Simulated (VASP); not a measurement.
Input:

```
CELL_PARAMETERS angstrom
      3.91316     0.00000     0.00000
      0.00000     3.91316     0.00000
      0.00000     0.00000     3.91316
ATOMIC_POSITIONS crystal
  Sr 0.00000 0.00000 0.00000
  Ti 0.50000 0.50000 0.50000
  O  0.50000 0.00000 0.50000
  O  0.00000 0.50000 0.50000
  O  0.50000 0.50000 0.00000
```

The numbers are results of r2SCAN meta-GGA, VASP's PBE PAW potentials (set 64) (plane waves; VASP 6.6.1), not measurements. Settings: 520 eV cut-off, 7×7×7 Γ-centred mesh, Gaussian smearing of 0.010 eV, potentials Sr_sv Ti_sv O.

Question: What does the run give for the energy per atom (σ→0)?

Answer: 
The energy per atom (σ→0) comes out as -12.666 eV/atom.

The absolute energy has meaning only against runs of the same code, potentials and settings.

The compound is SrTiO3 in the cubic perovskite structure, the ideal cubic form; the compound distorts at low or room temperature. It was relaxed first.
